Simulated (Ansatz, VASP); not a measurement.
**One calculation of ZrOs, two programs**

The input INCAR:

```
  PREC = Accurate
  ENCUT = 520
  EDIFF = 1E-8
  ISMEAR = -1
  SIGMA = 0.03
  LREAL = False
  LASPH = True
  NELM = 80
  ALGO = Normal
  ISIF = 2
  LWAVE = False
  LCHARG = False
  GGA = CA
  LEFG = True
  NBANDS = 17
```

KPOINTS

```
Automatic mesh
0
Gamma
  13 13 13
```

POSCAR

```
ZrOs
1.0
    3.2846099013      0.0000000000      0.0000000000
    0.0000000000      3.2846099013      0.0000000000
    0.0000000000      0.0000000000      3.2846099013
Zr Os
1 1
Direct
    0.5000000000      0.5000000000      0.5000000000
    0.0000000000      0.0000000000      0.0000000000
```

Input for Ansatz:

```yaml
crystal:
  lattice:
    - [3.2846099013, 0.0, 0.0]
    - [0.0, 3.2846099013, 0.0]
    - [0.0, 0.0, 3.2846099013]
  atoms:
    - { symbol: Zr, position: [0.5, 0.5, 0.5] }
    - { symbol: Os, position: [0.0, 0.0, 0.0] }
kpoints:
  mp_grid: { grid: [13, 13, 13] }
scf:
  occupations: { method: fermi_dirac, width: 0.03 }
hamiltonian:
  xc: lda
  pseudopotentials: { kind: paw }
output:
  forces: true
  stress: true
  eigenvalues: true
  efg: { contact_densities: true }
```

Change from the starting cell: volume scaled by 1.02, PAW files.

Alike in both runs: task electric field gradients; functional LDA; k mesh 13 × 13 × 13; occupations fermi-dirac, width 0.03 eV; no spin polarisation.

|  | VASP | Ansatz |
| --- | --- | --- |
| version | VASP 6.6.1 | Ansatz 0.2.0 |
| potentials or method | VASP PAW LDA potentials, release 64 (Zr_sv, Os) | PAW with Ansatz's default frozen-core files, scalar-relativistic |
| plane-wave cutoff (eV) | 520 | 420 |
| valence electrons in the cell | 20 | 28 |

|  | VASP | Ansatz | Ansatz less VASP |
| --- | --- | --- | --- |
| pressure (GPa) | -11.1 | -11.3 | -0.23 |
| Vzz of the field gradient on the site that differs most (V/Å²) | 0.0 | 0.0 | 0.00 |

The two sets of potentials don't hold the same shells in valence. Ansatz warned: «gradients_without_spin_orbit».

The runs have no spin-orbit coupling, so splittings on Os are missing.
